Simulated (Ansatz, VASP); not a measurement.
Two plane-wave programs on Si4W2Cl

```
Si W Cl
1.0
     3.22929    0.00000    0.00000
     0.00000    3.22929    0.00000
     0.00000    0.00000   21.93730
Si W Cl
4 2 1
Direct
  0.00000 0.00000 0.18234
  0.00000 0.00000 0.30099
  0.50000 0.50000 0.35901
  0.50000 0.50000 0.47578
  0.50000 0.50000 0.24166
  0.00000 0.00000 0.41784
  0.62500 0.62500 0.56710
```

Alike in both runs: functional PBE; k mesh 8 × 8 × 1; occupations gaussian, width 0.1 eV; no spin polarisation.

Ansatz relaxed the structure, and its values are those at the end. VASP's run is a single point on that final structure, the one shown.

|  | VASP | Ansatz |
| --- | --- | --- |
| version | VASP 6.6.1 | Ansatz 0.2.0 |
| potentials or method | VASP PAW PBE potentials, release 64 (Si, W_sv, Cl) | scalar-relativistic, plane waves, PAW |
| plane-wave cutoff (eV) | 520 | 420 |
| valence electrons in the cell | 51 | 51 |

|  | VASP | Ansatz | Ansatz less VASP |
| --- | --- | --- | --- |
| gap on the k mesh at the Fermi level (eV) | none | none | - |
| rms of the force components (eV/Å) | 0.253 | 0.246 | -0.0065 |
| work function, face that differs most (eV) | 5.38 | 5.40 | +0.017 |

A gap of «none» marks a metal or a gap that the smearing closes.

Caveats: an odd number of electrons without spin polarisation forces a metal; a magnetic or distorted state may lie lower. The runs have no spin-orbit coupling, so splittings on W are missing.
